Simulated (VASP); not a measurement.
An input for Quantum ESPRESSO's pw.x (written as the equivalent of a VASP run, and not itself run):

```
&CONTROL
  calculation = 'scf'
  pseudo_dir = './pseudo'
  outdir = './out'
  tprnfor = .true.
  tstress = .true.
/
&SYSTEM
  ibrav = 0
  nat = 2
  ntyp = 1
  ecutwfc = 96
  occupations = 'tetrahedra'
  input_dft = 'pbe'
  nspin = 2
  starting_magnetization(1) = 0.16
/
&ELECTRONS
  conv_thr = 7.3e-09
  electron_maxstep = 100
/
ATOMIC_SPECIES
  Co 58.933 Co.upf
CELL_PARAMETERS angstrom
     1.2451398   -2.1566457    0.0000000
     1.2451398    2.1566457    0.0000000
     0.0000000    0.0000000    4.0231992
ATOMIC_POSITIONS crystal
  Co   0.3333330  0.6666670  0.2500000
  Co   0.6666670  0.3333330  0.7500000
K_POINTS automatic
  19 19 10 0 0 0
```

### Question
Translate this input to VASP (INCAR, KPOINTS, POSCAR, choice of POTCAR).

### Answer
Several could match; the one computed here: 
### POSCAR
```
Co
4.0231990
  0.3094899919  -0.5360524478   0.0000000000
  0.3094899919   0.5360524478   0.0000000000
  0.0000000000   0.0000000000   1.0000000563
Co
2
Direct
  0.3333330000   0.6666670000   0.2500000000
  0.6666670000   0.3333330000   0.7500000000
```

KPOINTS:
```
Automatic
0
gamma
19 19 10
```

INCAR:
```
SYSTEM = Co
PREC = Accurate
ENCUT = 400
EDIFF = 1E-7
NELM = 100
ALGO = Normal
LREAL = .FALSE.
LASPH = .TRUE.
ISMEAR = -5
GGA = PE
LMAXMIX = 4
ISPIN = 2
MAGMOM = 1.6 1.6
LORBIT = 11
LWAVE = .FALSE.
LCHARG = .TRUE.
NEDOS = 601
ISIF = 2
```

POTCAR, in this order: Co (PBE.64 set). Program: vasp_std.

Limits of the translation: the potentials are each code's own (VASP's PAW set, PseudoDojo norm-conserving files in pw.x), so ENCUT and ecutwfc are chosen apart and not converted; conv_thr bounds pw.x's estimated SCF error, while EDIFF bounds the energy change between steps; starting_magnetization is a fraction of the valence charge and MAGMOM a moment in μB, so they match only roughly.

The compound is Co in the hcp structure. It was relaxed first.
